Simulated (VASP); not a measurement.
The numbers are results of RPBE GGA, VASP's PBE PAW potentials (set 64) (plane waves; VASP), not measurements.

Input for VASP

**INCAR**
```
SYSTEM=HfO2
PREC=Accurate; ENCUT=520; LREAL=F
LASPH=T
EDIFF=1E-7; NELM=100; ALGO=Normal
LMAXMIX=6
ISMEAR=0; SIGMA=0.05
GGA=RP
ISIF=2
LWAVE=F; LCHARG=F
```

### KPOINTS
```
K-points
0
gamma
  8 8 8
0 0 0
```

### POSCAR
```
HfO2
1
    0.0000000000     2.5014076221     2.5014076221
    2.5014076221     0.0000000000     2.5014076221
    2.5014076221     2.5014076221     0.0000000000
Hf O
1 2
Direct
  0.0000000000   0.0000000000   0.0000000000
  0.2500000000   0.2500000000   0.2500000000
  0.7500000000   0.7500000000   0.7500000000
```

POTCAR, in this order: Hf_pv O (PBE.64 set). Program: vasp_std.

The resulting files:

**OSZICAR**
```
       N       E                     dE             d eps       ncg     rms          rms(c)
DAV:   1     0.105468928949E+03    0.10547E+03   -0.13220E+04   870   0.146E+03
DAV:   2    -0.307887044315E+02   -0.13626E+03   -0.13322E+03  1143   0.324E+02
DAV:   3    -0.344485800593E+02   -0.36599E+01   -0.36574E+01  1108   0.530E+01
DAV:   4    -0.344678033049E+02   -0.19223E-01   -0.19222E-01  1066   0.419E+00
DAV:   5    -0.344679539489E+02   -0.15064E-03   -0.15064E-03  1143   0.334E-01    0.523E+01
DAV:   6    -0.288621366977E+02    0.56058E+01   -0.28383E+01   961   0.391E+01    0.453E+01
DAV:   7    -0.288121296384E+02    0.50007E-01   -0.70259E-01  1101   0.790E+00    0.296E+01
DAV:   8    -0.288129800310E+02   -0.85039E-03   -0.18661E-01  1094   0.470E+00    0.572E+00
DAV:   9    -0.288036319917E+02    0.93480E-02   -0.39731E-02  1066   0.174E+00    0.163E+00
DAV:  10    -0.288042358782E+02   -0.60389E-03   -0.54224E-03  1005   0.593E-01    0.377E-01
DAV:  11    -0.288042163511E+02    0.19527E-04   -0.35613E-04  1122   0.165E-01    0.274E-01
DAV:  12    -0.288042517291E+02   -0.35378E-04   -0.15277E-04  1109   0.882E-02    0.771E-02
DAV:  13    -0.288042539707E+02   -0.22416E-05   -0.41277E-06  1094   0.172E-02    0.238E-02
DAV:  14    -0.288042545307E+02   -0.56006E-06   -0.11626E-06   989   0.884E-03    0.359E-03
DAV:  15    -0.288042544847E+02    0.46013E-07   -0.63078E-08   792   0.231E-03
   1 F= -.28804254E+02 E0= -.28804254E+02  d E =-.176907E-12
```

OUTCAR:
```
------------------------ aborting loop because EDIFF is reached ----------------------------------------
  FORCE on cell =-STRESS in cart. coord.  units (eV):
  Direction    XX          YY          ZZ          XY          YZ          ZX
  --------------------------------------------------------------------------------------
  Total        3.2718547      3.2718547      3.2718547     -0.0000000      0.0000000     -0.0000000
  in kB      167.4638977    167.4638977    167.4638977     -0.0000000      0.0000000     -0.0000000
  external PRESSURE =     167.4638977 kB  Pullay stress =       0.0000000 kB
  volume of cell :       31.30
      direct lattice vectors                 reciprocal lattice vectors
     0.000000000  2.501407622  2.501407622    -0.199887454  0.199887454  0.199887454
     2.501407622  0.000000000  2.501407622     0.199887454 -0.199887454  0.199887454
     2.501407622  2.501407622  0.000000000     0.199887454  0.199887454 -0.199887454
 POSITION                                       TOTAL-FORCE (eV/Angst)
 -----------------------------------------------------------------------------------
      0.00000      0.00000      0.00000         0.000000      0.000000     -0.000000
      1.25070      1.25070      1.25070         0.000000      0.000000      0.000000
      3.75211      3.75211      3.75211        -0.000000     -0.000000     -0.000000
 -----------------------------------------------------------------------------------
    total drift:                                0.000000      0.000000      0.000000
  FREE ENERGIE OF THE ION-ELECTRON SYSTEM (eV)
  ---------------------------------------------------
  free  energy   TOTEN  =       -28.8042544847 eV

  energy  without entropy=      -28.8042544847  energy(sigma->0) =      -28.80425448
```
(Selected blocks of OUTCAR.)

File OUTCAR:
```
 val. band max:        4.7683144428   @ k =   0.5000   0.5000   0.0000

 cond. band min:       8.7866864200   @ k =   0.5000   0.5000   0.0000


 Fermi energy:         4.9955551846

 k-point     1 :       0.0000    0.0000    0.0000
  band No.  band energies     occupation
      1     -24.7894      2.00000
      2     -24.7894      2.00000
      3     -24.7894      2.00000
      4     -14.2898      2.00000
      5     -11.0962      2.00000
      6      -0.8101      2.00000
      7      -0.8101      2.00000
      8      -0.8101      2.00000
      9       4.1455      2.00000
     10       4.1455      2.00000
     11       4.1455      2.00000
     12       8.8197      0.00000
     13       8.8197      0.00000
     14      11.0850      0.00000
     15      15.7199      0.00000

 k-point     2 :       0.1250    0.0000    0.0000
  band No.  band energies     occupation
      1     -24.8710      2.00000
      2     -24.7981      2.00000
      3     -24.7981      2.00000
      4     -14.0619      2.00000
      5     -11.2798      2.00000
      6      -0.6520      2.00000
      7      -0.6520      2.00000
      8      -0.3644      2.00000
      9       3.6922      2.00000
     10       3.8501      2.00000
     11       3.8501      2.00000
     12       9.1299      0.00000
     13       9.1299      0.00000
     14      11.6890      0.00000
     15      14.9766      0.00000

 k-point     3 :       0.2500    0.0000    0.0000
  band No.  band energies     occupation
      1     -25.0588      2.00000
      2     -24.8189      2.00000
      3     -24.8189      2.00000
      4     -13.5317      2.00000
      5     -11.6385      2.00000
      6      -0.2623      2.00000
      7      -0.2623      2.00000
      8       0.6681      2.00000
      9       2.7815      2.00000
     10       3.3144      2.00000
     11       3.3144      2.00000
     12       9.5957      0.00000
     13       9.5957      0.00000
     14      12.2237      0.00000
     15      14.4988      0.00000
...
```

Unless said otherwise, spin-orbit coupling is left out, though it shifts the bands of the heavy elements here.

The compound is HfO2 in the fluorite structure, the high-temperature cubic form, which is unstable at 0 K; the monoclinic form is the stable one. This cell is one point of a volume scan, at 0.94 of the reference volume.
